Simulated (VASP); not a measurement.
Input:

```xyz
2
Lattice="0.0000 3.2346 3.2346 3.2346 0.0000 3.2346 3.2346 3.2346 0.0000" Properties=species:S:1:pos:R:3 pbc="T T T"
Te     3.2346     3.2346     3.2346
Pb     3.2346     3.2346     6.4691
```

Method: PBE GGA with D4 dispersion, VASP's PBE PAW potentials (set 64) (plane waves; VASP 6.6.1). Run with 520 eV cut-off, 7×7×7 Γ-centred mesh, Gaussian smearing of 0.050 eV, potentials Te Pb_d.

Predict the energy per atom (σ→0).

```json
{
 "energy per atom (σ→0)": "-4.189 eV/atom"
}
```

The absolute energy has meaning only against runs of the same code, potentials and settings.

The compound is PbTe in the rock salt structure. It was relaxed first.
